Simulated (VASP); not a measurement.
Here is the system:

```
C
1.0
    1.23022    -2.13080     0.00000
    1.23022     2.13080     0.00000
    0.00000     0.00000     6.61419
C
4
Direct
  0.00000   0.00000   0.25000
  0.00000   0.00000   0.75000
  0.33333   0.66667   0.25000
  0.66667   0.33333   0.75000
```

Level of theory: PBE GGA with D4 dispersion, VASP's PBE PAW potentials (set 64) (plane waves; VASP 6.6.1). Numerical set-up: 520 eV cut-off, Gaussian smearing of 0.050 eV, potentials C.

Question: Give the energies of bands 3 to 10 at the high-symmetry points, in eV from the Fermi level.

Answer: 
```json
[
 {"band": "3", "Γ": "-8.60", "M": "-13.28", "K": "-12.58", "A": "-7.66", "L": "-13.24", "H": "-12.58"},
 {"band": "4", "Γ": "-6.49", "M": "-13.18", "K": "-12.47", "A": "-7.66", "L": "-13.24", "H": "-12.58"},
 {"band": "5", "Γ": "-3.01", "M": "-6.43", "K": "-10.56", "A": "-3.00", "L": "-6.39", "H": "-10.57"},
 {"band": "6", "Γ": "-3.01", "M": "-6.36", "K": "-10.56", "A": "-3.00", "L": "-6.39", "H": "-10.57"},
 {"band": "7", "Γ": "-2.99", "M": "-2.81", "K": "-0.68", "A": "-3.00", "L": "-2.36", "H": "0.00"},
 {"band": "8", "Γ": "-2.99", "M": "-2.07", "K": "-0.02", "A": "-3.00", "L": "-2.36", "H": "0.00"},
 {"band": "9", "Γ": "4.40", "M": "1.53", "K": "-0.02", "A": "7.15", "L": "1.66", "H": "0.02"},
 {"band": "10", "Γ": "8.36", "M": "2.24", "K": "0.78", "A": "7.15", "L": "1.66", "H": "0.02"}
]
```

It has no gap at this level: it comes out as a metal or semimetal.

The compound is C in the graphite structure. It was relaxed first.
